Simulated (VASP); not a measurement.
Output of a VASP run:

OUTCAR:
```
 ion  position               nearest neighbor table
   1  0.000  0.000  0.000-   2 1.54   2 1.54   2 1.54   2 1.54
   2  0.250  0.250  0.250-   1 1.54   1 1.54   1 1.54   1 1.54
  LATTYP: Found a face centered cubic cell.
 ALAT       =     3.5482883010
 Subroutine PRICEL returns:
 Original cell was already a primitive cell.
 Subroutine GETGRP returns: Found 48 space group operations
The static configuration has the point symmetry T_d .
 The point group associated with its full space group is O_h .
The dynamic configuration has the point symmetry T_d .
 Subroutine INISYM returns: Found 48 space group operations
 Subroutine IBZKPT returns following result:
 Found     72 irreducible k-points:

 Following reciprocal coordinates:
            Coordinates               Weight
  0.000000  0.000000  0.000000      1.000000
  0.083333  0.000000  0.000000      8.000000
  0.166667  0.000000  0.000000      8.000000
  0.250000  0.000000  0.000000      8.000000
  0.333333  0.000000  0.000000      8.000000
  0.416667  0.000000  0.000000      8.000000
  0.500000  0.000000  0.000000      4.000000
  0.083333  0.083333  0.000000      6.000000
  0.166667  0.083333  0.000000     24.000000
  0.250000  0.083333  0.000000     24.000000
  0.333333  0.083333  0.000000     24.000000
  0.416667  0.083333  0.000000     24.000000
  0.500000  0.083333  0.000000     24.000000
 -0.416667  0.083333  0.000000     24.000000
 -0.333333  0.083333  0.000000     24.000000
 -0.250000  0.083333  0.000000     24.000000
 -0.166667  0.083333  0.000000     24.000000
 -0.083333  0.083333  0.000000     12.000000
  0.166667  0.166667  0.000000      6.000000
  0.250000  0.166667  0.000000     24.000000
  0.333333  0.166667  0.000000     24.000000
  0.416667  0.166667  0.000000     24.000000
  0.500000  0.166667  0.000000     24.000000
 -0.416667  0.166667  0.000000     24.000000
 -0.333333  0.166667  0.000000     24.000000
 -0.250000  0.166667  0.000000     24.000000
 -0.166667  0.166667  0.000000     12.000000
  0.250000  0.250000  0.000000      6.000000
  0.333333  0.250000  0.000000     24.000000
  0.416667  0.250000  0.000000     24.000000
  0.500000  0.250000  0.000000     24.000000
 -0.416667  0.250000  0.000000     24.000000
 -0.333333  0.250000  0.000000     24.000000
 -0.250000  0.250000  0.000000     12.000000
  0.333333  0.333333  0.000000      6.000000
  0.416667  0.333333  0.000000     24.000000
  0.500000  0.333333  0.000000     24.000000
 -0.416667  0.333333  0.000000     24.000000
 -0.333333  0.333333  0.000000     12.000000
  0.416667  0.416667  0.000000      6.000000
   k-points           NKPTS =     72   k-points in BZ     NKDIM =     72   number of bands    NBANDS=      8
   number of dos      NEDOS =    301   number of ions     NIONS =      2
   total plane-waves  NPLWV =   8000
   dimension x,y,z NGX =    20 NGY =   20 NGZ =   20
   dimension x,y,z NGXF=    40 NGYF=   40 NGZF=   40
   ions per type =               2
   PREC   = accura    normal or accurate (medium, high low for compatibility)
   ISTART =      0    job   : 0-new  1-cont  2-samecut
   ICHARG =      2    charge: 1-file 2-atom 10-const
   ISPIN  =      1    spin polarized calculation?
   LNONCOLLINEAR =      F non collinear calculations
   LSORBIT =      F    spin-orbit coupling
   INIWAV =      1    electr: 0-lowe 1-rand  2-diag
   ENCUT  =  600.0 eV  44.10 Ry    6.64 a.u.   5.01  5.01  5.01*2*pi/ulx,y,z
   NELM   =    100;   NELMIN=  2; NELMDL= -5     # of ELM steps
   EDIFF  = 0.1E-06   stopping-criterion for ELM
   LREAL  =      F    real-space projection
   NLSPLINE    = F    spline interpolate recip. space projectors
   LMAXMIX     =    2 max onsite mixed and CHGCAR
   VOSKOWN=      0    Vosko Wilk Nusair interpolation
   EDIFFG = -.1E-01   stopping-criterion for IOM
   NSW    =     40    number of steps for IOM
   NBLOCK =      1;   KBLOCK =     40    inner block; outer block
...
```

File OSZICAR:
```
       N       E                     dE             d eps       ncg     rms          rms(c)
DAV:   1    -0.142099951925E+01   -0.14210E+01   -0.56348E+03  1216   0.114E+03
DAV:   2    -0.218489757216E+02   -0.20428E+02   -0.19462E+02  1792   0.122E+02
DAV:   3    -0.219672769705E+02   -0.11830E+00   -0.11830E+00  1256   0.122E+01
DAV:   4    -0.219674330234E+02   -0.15605E-03   -0.15605E-03  1648   0.460E-01
DAV:   5    -0.219674330920E+02   -0.68545E-07   -0.68545E-07  1208   0.587E-03    0.521E+00
DAV:   6    -0.194600402761E+02    0.25074E+01   -0.34805E-01  1408   0.668E+00    0.427E+00
DAV:   7    -0.223644958090E+02   -0.29045E+01   -0.13946E+00  1344   0.902E+00    0.975E-01
DAV:   8    -0.194820929056E+02    0.28824E+01   -0.41840E-01  1272   0.581E+00    0.112E+00
DAV:   9    -0.196479699782E+02   -0.16588E+00   -0.27406E-02  1320   0.225E+00    0.194E-01
DAV:  10    -0.196593279805E+02   -0.11358E-01   -0.77443E-03  1464   0.103E+00    0.180E-01
DAV:  11    -0.196587660600E+02    0.56192E-03   -0.12535E-04  1160   0.128E-01    0.142E-01
DAV:  12    -0.196614538983E+02   -0.26878E-02   -0.64064E-04  1152   0.340E-01    0.225E-02
DAV:  13    -0.196614906574E+02   -0.36759E-04   -0.13010E-05  1648   0.513E-02    0.165E-02
DAV:  14    -0.196614927979E+02   -0.21405E-05   -0.13394E-06  1152   0.146E-02    0.251E-02
DAV:  15    -0.196614919631E+02    0.83477E-06   -0.13497E-06  1352   0.139E-02    0.293E-03
DAV:  16    -0.196614923417E+02   -0.37864E-06   -0.82905E-08   960   0.335E-03    0.334E-04
DAV:  17    -0.196614924511E+02   -0.10937E-06   -0.65207E-09   576   0.125E-03    0.263E-04
DAV:  18    -0.196614924881E+02   -0.36951E-07   -0.43851E-09   576   0.836E-04
   1 F= -.19312950E+02 E0= -.19312950E+02  d E =-.193129E+02
```

OUTCAR:
```
------------------------ aborting loop because EDIFF is reached ----------------------------------------
  FORCE on cell =-STRESS in cart. coord.  units (eV):
  Direction    XX          YY          ZZ          XY          YZ          ZX
  --------------------------------------------------------------------------------------
  Total        0.3500461      0.3500461      0.3500461     -0.0000000      0.0000000      0.0000000
  in kB       50.2156546     50.2156546     50.2156546     -0.0000000      0.0000000      0.0000000
  external PRESSURE =       0.2156546 kB  Pullay stress =      50.0000000 kB
  volume of cell :       11.17
      direct lattice vectors                 reciprocal lattice vectors
     0.000000000  1.774144150  1.774144150    -0.281826029  0.281826029  0.281826029
     1.774144150  0.000000000  1.774144150     0.281826029 -0.281826029  0.281826029
     1.774144150  1.774144150  0.000000000     0.281826029  0.281826029 -0.281826029
 POSITION                                       TOTAL-FORCE (eV/Angst)
 -----------------------------------------------------------------------------------
      0.00000      0.00000      0.00000         0.000000      0.000000      0.000000
      0.88707      0.88707      0.88707        -0.000000     -0.000000     -0.000000
 -----------------------------------------------------------------------------------
    total drift:                                0.000000      0.000000      0.000000
  FREE ENERGIE OF THE ION-ELECTRON SYSTEM (eV)
  ---------------------------------------------------
  free  energy   TOTEN  =       -19.6614924881 eV

  energy  without entropy=      -19.6614924881  energy(sigma->0) =      -19.66149249
  enthalpy is  TOTEN    =       -19.3129496777 eV   P V=        0.3485428103

 reached required accuracy - stopping structural energy minimisation
```
(Selected blocks of OUTCAR.)

### POSCAR
```
C
1
    0.0000000000     1.7741441505     1.7741441505
    1.7741441505     0.0000000000     1.7741441505
    1.7741441505     1.7741441505     0.0000000000
C
2
Direct
  0.0000000000   0.0000000000   0.0000000000
  0.2500000000   0.2500000000   0.2500000000
```

Q: Write an INCAR and KPOINTS that could have produced this output.

A: This is not unique; one that fits is the input of the run itself, r2SCAN meta-GGA, plane waves, VASP's PBE PAW potentials (set 64).

**INCAR**
```
SYSTEM = C
PREC = Accurate; ENCUT = 600; LREAL = F
LASPH = T
EDIFF = 1E-7; NELM = 100; ALGO = Normal
LMIXTAU = T
ISMEAR = 0; SIGMA = 0.05
METAGGA = R2SCAN
IBRION = 2; NSW = 40; ISIF = 3
EDIFFG = -0.01; PSTRESS = 50
LWAVE = F; LCHARG = F
```

KPOINTS:
```
Regular mesh
0
Gamma
 12 12 12
0 0 0
```

POTCAR, in this order: C (PBE.64 set). Program: vasp_std.

The compound is C in the diamond structure. It was relaxed first under an external pressure of 5 GPa.
